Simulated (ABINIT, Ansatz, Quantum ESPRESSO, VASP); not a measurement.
## One structure in several programs: BPO4 (I-4, 6 atoms in the cell)

Self-consistent single point.

```yaml
crystal:
  lattice:
    - [-2.13000, 2.13000, 3.26259]
    - [2.13000, -2.13000, 3.26259]
    - [2.13000, 2.13000, -3.26259]
  atoms:
    - { symbol: B, position: [0.25000, 0.75000, 0.50000] }
    - { symbol: P, position: [0.00000, 0.00000, 0.00000] }
    - { symbol: O, position: [0.26534, 0.38482, 0.39680] }
    - { symbol: O, position: [0.61518, 0.01198, 0.88052] }
    - { symbol: O, position: [0.98802, 0.86854, 0.60320] }
    - { symbol: O, position: [0.13146, 0.73466, 0.11948] }
```

All programs got the same cell, k-point mesh and kind of occupations (some realise fixed ones as a very narrow smearing) (in Ansatz's words: kpoints.mp_grid.grid = 6 6 6; scf.occupations.method = fixed); potentials, basis and cutoffs are each program's usual ones.

| code | model | pressure (GPa) | largest force (eV/Å) | gap on the mesh (eV) | cutoff |
|---|---|---|---|---|---|
| Ansatz | PBEsol, PAW files made with PBE | 18.26 | 1.584 | 7.998 | default |
| VASP | PBEsol, VASP's PBE PAW potentials (set 64) | 12.01 | 1.456 | 7.989 | 400 eV |
| ABINIT | PBEsol, norm-conserving pseudopotentials (PseudoDojo nc-sr-04 PBEsol standard) | 17.29 | 1.373 | 8.059 | 42 Ha |
| Quantum ESPRESSO | PBEsol, PseudoDojo standard norm-conserving (PBESOL) pseudopotentials | 17.30 | 1.373 | 8.059 | 85 Ry |

Gaps are read on the mesh.

The spread over the programs that give each value: pressure within 6.25 GPa; largest force within 0.211 eV/Å; gap on the mesh within 0.070 eV.

The starting cell comes from a database of computed structures (which also holds hypothetical and non-ambient phases and stackings), without a prior relaxation at this level. Its lattice was rescaled by a random factor within 2.5 % of one. On Ansatz's run: In the base run, with a pressure of about 19 GPa the cell is away from its equilibrium volume at this level. In the base run, forces exceed 1 eV/Å.

Task: Why do the programs differ, and what cannot be compared?

Result: Differences of this kind can come from the potentials, where these differ, and from what each basis and cutoff leave unconverged. The zero of total energies and Fermi levels follows the potentials and each program's conventions, so they are not compared here. Ansatz's pressure is given at a fixed set of plane waves, as the other plane-wave codes print theirs; with its correction for the finite basis it is 18.76 GPa (the shift of 0.50 GPa shows how far the cutoff is from converged). In the pressure, VASP (by 5.29) lies more than 1 GPa from the median of the plane-wave programs. In the force vectors, Ansatz (by 0.179) lies more than 0.08 eV/Å from the median of the plane-wave programs.

VASP's run is marked for a possible Pulay error in its stress at this cutoff; no cutoff test was made.

VASP ran the fixed occupations as a Gaussian smearing of 0.01 eV.

Left out of this page: GPAW, CP2K, FLEUR and SIESTA (not drawn, or without a comparable value).

Ansatz is a program for electronic structure.

Keys are those of Ansatz 0.2.
